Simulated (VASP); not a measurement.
# Be27H2N in VASP: further runs, part 2 of 2

VASP 6.6.1. Earlier steps stand in the parts before.

### Step 3. Single point, LDA

INCAR

```
SYSTEM = Be27H2N
ALGO = Fast
EDIFF = 1E-6
ENCUT = 520
ISIF = 2
ISMEAR = -1
LASPH = .TRUE.
LCHARG = .FALSE.
LREAL = Auto
LWAVE = .FALSE.
NBANDS = 52
NELM = 80
PREC = Accurate
SIGMA = 0.1
```

KPOINTS

```
k-points
0
G
  2 2 1
  0 0 0
```

POSCAR

```
Be27H2N
1.0
    6.8700000000      0.0000000000      0.0000000000
    3.4350000000      5.9495950000      0.0000000000
    0.0000000000      0.0000000000     17.5884300000
Be N H
27 1 2
Direct
    0.0000000000      0.0000000000      0.0568555579
    0.3333333333      0.0000000000      0.0568555579
    0.6666666667      0.0000000000      0.0568555579
   -0.0000001401      0.3333336135      0.0568555579
    0.3333331933      0.3333336135      0.0568555579
    0.6666665266      0.3333336135      0.0568555579
   -0.0000002801      0.6666672269      0.0568555579
    0.3333330532      0.6666672269      0.0568555579
    0.6666663865      0.6666672269      0.0568555579
   -0.1276321392      0.2308392420      0.1669449746
    0.2296445150      0.2088041287      0.1629594000
    0.5605901818      0.2267381225      0.1626466944
   -0.1098881423      0.5632988464      0.1638349756
    0.2141370937      0.5589456089      0.1652961634
    0.5614405535      0.5446589222      0.1625443544
   -0.1094283702      0.8807490258      0.1636246100
    0.2278922823      0.8971703116      0.1641021967
    0.5454610683      0.8935902360      0.1642386501
   -0.0000322041     -0.0022354463      0.2878028340
    0.3419192753     -0.0048574735      0.2628830430
    0.6627696345     -0.0032103026      0.2642134631
    0.0000012261      0.3553687268      0.2974455366
    0.3306081535      0.3355522519      0.2670278132
    0.6507097977      0.3392499826      0.2722471534
    0.0027974965      0.6660789516      0.2657542487
    0.3307996987      0.6667848820      0.2669368443
    0.6593906818      0.6755417806      0.2630536097
    0.9106954143      0.2252758381      0.3341116859
    0.7405552321      0.3166770175      0.3608508548
    1.0247062690      0.0842410282      0.3701808518
```

Potentials or basis: VASP PAW LDA potentials, release 64 (Be, N, H).

Launch:

```
> cat potpaw_LDA.64/Be/POTCAR potpaw_LDA.64/N/POTCAR potpaw_LDA.64/H/POTCAR > POTCAR
> mpirun -np 1 vasp_std > vasp.out
```

OUTCAR:

```text
SYSTEM = Be27H2N
   EDIFF = 1E-6
   ENCUT = 520
   ISIF = 2
   ISMEAR = -1
   LASPH = .TRUE.
   LREAL = Auto
   NELM = 80
   PREC = Accurate

 ion  position               nearest neighbor table
   1  0.000  0.000  0.057-   7 2.29   8 2.29   2 2.29   3 2.29   4 2.29   6 2.29  16 2.32  17 2.32
                            10 2.38
   2  0.333  0.000  0.057-  11 2.24  17 2.26  18 2.27   8 2.29   9 2.29   1 2.29   3 2.29   4 2.29
                             5 2.29
   3  0.667  0.000  0.057-   7 2.29   9 2.29   1 2.29   2 2.29   6 2.29   5 2.29  12 2.30  16 2.30
                            18 2.32
   4  1.000  0.333  0.057-   6 2.29   5 2.29   7 2.29   9 2.29   2 2.29   1 2.29  11 2.31  13 2.33
                            10 2.37
   5  0.333  0.333  0.057-   6 2.29   4 2.29   8 2.29   7 2.29   3 2.29   2 2.29  12 2.30  11 2.31
                            14 2.33
   6  0.667  0.333  0.057-  15 2.24  12 2.25   5 2.29   4 2.29   9 2.29   8 2.29   3 2.29   1 2.29
                            10 2.29
   7  1.000  0.667  0.057-  16 2.27  13 2.27   1 2.29   3 2.29   8 2.29   9 2.29   5 2.29   4 2.29
                            14 2.29
   8  0.333  0.667  0.057-   2 2.29   1 2.29   7 2.29   9 2.29   5 2.29   6 2.29  15 2.30  17 2.33
                            14 2.34
[... 273 lines left out ...]
      4      -9.4213      2.00000
      5      -8.4458      2.00000
      6      -7.9660      2.00000
[... 169 lines left out ...]
     41       2.4256      0.00000
     42       2.5912      0.00000
 [bands above 42 left out]

------------------------ aborting loop because EDIFF is reached ----------------------------------------

  FORCE on cell =-STRESS in cart. coord.  units (eV):
  Direction    XX          YY          ZZ          XY          YZ          ZX
  --------------------------------------------------------------------------------------
  -------------------------------------------------------------------------------------
  Total      -23.6974493    -24.6680680     -1.5866732      4.0377282      0.2385239     -1.1601867
  in kB      -52.8130162    -54.9761730     -3.5361189      8.9986311      0.5315832     -2.5856352
  external PRESSURE =     -37.1084360 kB  Pullay stress =       0.0000000 kB

 VOLUME and BASIS-vectors are now :
 -----------------------------------------------------------------------------
  energy-cutoff  :      520.00
  volume of cell :      718.90
      direct lattice vectors                 reciprocal lattice vectors
     6.870000000  0.000000000  0.000000000     0.145560408 -0.084039334  0.000000000
     3.435000000  5.949595000  0.000000000     0.000000000  0.168078668  0.000000000
     0.000000000  0.000000000 17.588430000     0.000000000  0.000000000  0.056855558

 POSITION                                       TOTAL-FORCE (eV/Angst)
 -----------------------------------------------------------------------------------
      0.00000      0.00000      1.00000        -0.004226     -0.016845      0.339087
      2.29000      0.00000      1.00000         0.044437     -0.056376      0.143326
      4.58000      0.00000      1.00000        -0.005994      0.012231      0.243948
      8.01500      1.98320      1.00000        -0.024172      0.005203      0.400089
      3.43500      1.98320      1.00000         0.029608      0.101189      0.071762
      5.72500      1.98320      1.00000        -0.097961      0.048471      0.228757
[... 22 lines left out ...]
      6.17540      1.88410      6.34680         1.267189     -0.861141      0.269978
      0.45910      0.50120      6.51090        -0.401296      1.225683      0.271679
 -----------------------------------------------------------------------------------
    total drift:                               -0.000301      0.001248      0.001732

  FREE ENERGIE OF THE ION-ELECTRON SYSTEM (eV)
  ---------------------------------------------------
  free  energy   TOTEN  =      -118.9394313168 eV

  energy  without entropy=     -118.7128661545  energy(sigma->0) =     -118.82614874
```

Run time: 9.6 min. Hardware: 1 thread of AMD EPYC 7R43 (Zen 3), shared host; peak memory 0.58 GiB.

What came out:

| Quantity | Value |
| --- | --- |
| Free energy | -118.9394 eV |
| Largest force | 5.424 eV/Å |
| Band gap on the k mesh | none (metal or under the smearing width) |

Forces on the atoms (eV/Å):
```
Be  -0.004 -0.017  0.339
Be   0.044 -0.056  0.143
Be  -0.006  0.012  0.244
Be  -0.024  0.005  0.400
Be   0.030  0.101  0.072
Be  -0.098  0.048  0.229
Be   0.093 -0.039 -0.051
Be  -0.082 -0.032  0.117
Be  -0.007  0.003  0.213
Be   0.223 -0.190 -0.978
Be  -0.094  0.208  0.107
Be  -0.013 -0.018  0.189
Be  -0.050 -0.122  0.024
Be   0.059  0.000 -0.127
Be   0.068  0.067  0.159
Be   0.157  0.090  0.108
Be  -0.294  0.031  0.037
Be   0.113 -0.079 -0.204
Be  -0.453 -1.695 -2.657
Be   0.100  0.023  0.062
Be  -0.240 -0.041 -0.181
Be   3.002  1.870 -2.441
Be   0.017  0.096  0.046
Be  -0.182 -0.124 -0.996
Be   0.039  0.080  0.300
Be  -0.080  0.063  0.156
Be   0.080  0.063 -0.124
N   -3.264 -0.712  4.273
H    1.267 -0.861  0.270
H   -0.401  1.226  0.272
```

Caveat: the k mesh is coarse (spacing up to 0.53 Å⁻¹), so the values aren't converged.

### Step 4. Single point, LDA

INCAR

```
SYSTEM = Be27H2N
ALGO = Fast
EDIFF = 1E-7
ENCUT = 520
GGA = CA
ISIF = 2
ISMEAR = -1
LASPH = .TRUE.
LCHARG = .TRUE.
LELF = .TRUE.
LREAL = Auto
LVHAR = .TRUE.
LWAVE = .FALSE.
NBANDS = 52
NELM = 60
PREC = Accurate
SIGMA = 0.1
```

KPOINTS is that of step 3.

POSCAR

```
Be27H2N
1.0
    6.8700000000      0.0000000000      0.0000000000
    3.4350000000      5.9495950000      0.0000000000
    0.0000000000      0.0000000000     17.5884300000
Be N H
27 1 2
Direct
    0.0000000000      0.0000000000      0.0568555579
    0.3333333333      0.0000000000      0.0568555579
    0.6666666667      0.0000000000      0.0568555579
   -0.0000001401      0.3333336135      0.0568555579
    0.3333331933      0.3333336135      0.0568555579
    0.6666665266      0.3333336135      0.0568555579
   -0.0000002801      0.6666672269      0.0568555579
    0.3333330532      0.6666672269      0.0568555579
    0.6666663865      0.6666672269      0.0568555579
   -0.1071956402      0.2207377141      0.1495585450
    0.2443157541      0.2106698019      0.1584223265
    0.5531399776      0.2290912239      0.1514006651
   -0.1238139745      0.5652989825      0.1590591087
    0.2063374055      0.5495668193      0.1631697656
    0.5756875772      0.5461212066      0.1593774999
   -0.1149840487      0.8891529592      0.1500929873
    0.2306166436      0.8922456066      0.1504341206
    0.5441273338      0.8759083601      0.1530665329
   -0.0037984001      0.0631135397      0.2519610903
    0.3462945780     -0.0081350075      0.2606656762
    0.6557710660      0.0010925113      0.2497778369
    0.0117313092      0.3095504820      0.2450019700
    0.3487565741      0.3284257164      0.2574476517
    0.6633948236      0.3180720705      0.2479755157
   -0.0121311725      0.6669697685      0.2633151452
    0.3491583247      0.6665159561      0.2598298995
    0.6660464218      0.6914588304      0.2591362617
    0.8762782103      0.2298307700      0.3190335920
    1.0036273716      0.2463697109      0.3486780799
    0.8127239473      0.1520775784      0.3508442766
```

Launch:

```
> cat potpaw_LDA.64/Be/POTCAR potpaw_LDA.64/N/POTCAR potpaw_LDA.64/H/POTCAR > POTCAR
> mpirun -np 1 vasp_std > vasp.out
```

Wall time 17 min (1 thread of AMD EPYC 7R43 (Zen 3), shared host); peak memory 0.57 GiB.

The run converged. Its results:

| Item | Value |
| --- | --- |
| Free energy | -117.8903 eV |
| Largest force | 5.744 eV/Å |
| Band gap on the k mesh | none (metal or under the smearing width) |

Forces on the atoms (eV/Å):
```
Be  -0.005 -0.259 -0.484
Be   0.092  0.287 -0.409
Be  -0.253  0.137 -0.450
Be   0.404  0.191 -0.302
Be  -0.095  0.109 -0.559
Be  -0.034  0.090 -0.425
Be   0.156 -0.209 -0.388
Be  -0.081 -0.270 -0.304
Be  -0.045 -0.249 -0.146
Be  -0.494  0.175 -0.388
Be  -0.262 -0.426 -0.201
Be   0.166 -0.022  0.509
Be   0.282  0.124 -0.015
Be   0.247  0.108 -0.233
Be  -0.030  0.138 -0.047
Be   0.463 -0.037  1.319
Be  -0.630  0.440  1.144
Be   0.413  0.264  0.351
Be  -1.123 -5.580 -0.770
Be   0.291 -0.151 -0.536
Be  -0.303 -0.106 -0.064
Be   1.411  3.241  0.596
Be  -0.415  0.234  0.073
Be   0.512  0.866  1.138
Be   0.776 -0.168 -0.605
Be  -0.701  0.151 -0.375
Be  -0.448 -0.168 -0.163
N    1.391  0.816  0.894
H   -1.527  0.438  0.038
H   -0.160 -0.165  0.802
```

Levels at points of the mesh, in eV from the Fermi level:
```tsv
k point	band 27	band 28	band 29	band 30	band 31	band 32	band 33	band 34
(0.00, 0.00, 0.00)	-0.63	-0.21	-0.18	0.00	0.51	0.56	0.82	1.10
(0.50, 0.00, 0.00)	-0.91	-0.62	-0.45	-0.40	0.09	0.11	0.62	1.62
(0.50, 0.50, 0.00)	-0.83	-0.59	-0.47	-0.39	-0.09	-0.07	0.79	1.54
(0.00, 0.50, 0.00)	-0.95	-0.62	-0.45	-0.25	-0.07	0.08	0.54	1.42
```

Caveat: the k mesh is coarse (spacing up to 0.53 Å⁻¹), so the values aren't converged.
